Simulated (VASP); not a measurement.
Runs of VASP 6.6.1 on Mo. It takes space group Im-3m (No. 229, cubic). Conventional cell: a = 3.147 Å, b = 3.147 Å, c = 3.147 Å, α = 90.00°, β = 90.00°, γ = 90.00°. Mo (site symmetry m-3m) has 8 Mo at 2.73 Å as nearest neighbours. 

```csv
level,potentials or basis,k mesh,cutoff (eV),gap on the mesh (eV),pressure (GPa),relaxed volume (Å³/atom)
LDA,"VASP PAW LDA potentials, release 64 (Mo_sv)",16 × 16 × 16,600,none,0.0,(a)
r2SCAN,"VASP PAW PBE potentials, release 64 (Mo_sv)",16 × 16 × 16,600,none,0.0,(b)
PBE,"VASP PAW PBE potentials, release 64 (Mo)",8 × 8 × 8,300,none,0.0,15.62
AM05,"VASP PAW PBE potentials, release 64 (Mo_sv)",16 × 16 × 16,600,none,0.0,15.27
PBEsol,"VASP PAW PBE potentials, release 64 (Mo_sv)",16 × 16 × 16,600,none,-0.1,15.35
```

Alike in all rows: task relaxation of cell and atoms; no spin polarisation; cell relaxed; smearing methfessel-paxton 0.1 eV.

**Question.** Fill in the values left out.

**Answer.** (a) 15.12; (b) 15.68.

Caveats: the PAW data sets were made with another functional, which shifts forces and pressure a little (some runs).

A k mesh can miss the band edges, and the runs leave out spin-orbit coupling on Mo.

A gap of «none» marks a metal or a gap under the smearing width.

Not every run made on this cell is shown here.
